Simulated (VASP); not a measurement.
**Mo$_{2}$W$_{2}$ (ordered alloy cell): computed properties**

All values below come from PBEsol GGA, VASP's PBE PAW potentials (set 64) (plane waves; VASP).

```yaml
space_group: Cmmm (65)
cell: a = 3.138 Å, b = 4.444 Å, c = 4.441 Å, α = β = γ = 90.00°
volume_per_atom: 15.48 Å³/atom
band gap (on the k-mesh): none (metal, semimetal or under 0.01 eV)
density: 15.00 g/cm³
```

MoW has the orthorhombic space group Cmmm (No. 65), Pearson symbol oS4. Conventional cell: a = 3.1385 Å, b = 4.4436 Å, c = 4.4406 Å, α = β = γ = 90.00°. W on 2a is surrounded by 4 Mo at 2.719 Å and 4 Mo at 3.141 Å and 4 W at 2.720 Å and 2 W at 3.138 Å. Mo on 2c is surrounded by 4 W at 2.719 Å and 4 W at 3.141 Å and 4 Mo at 2.720 Å and 2 Mo at 3.138 Å. (Neighbours: up to the widest gap in distance over summed covalent radii, below 1.35, at either atom.)

Unless said otherwise, spin-orbit coupling is left out, though it shifts the bands of the heavy elements here.

The structure was generated: Mo2W2 was put into an ordered model structure (Cmmm), which need not be its known phase. It was relaxed first. Symmetry was kept, so distortions that lower it aren't found.
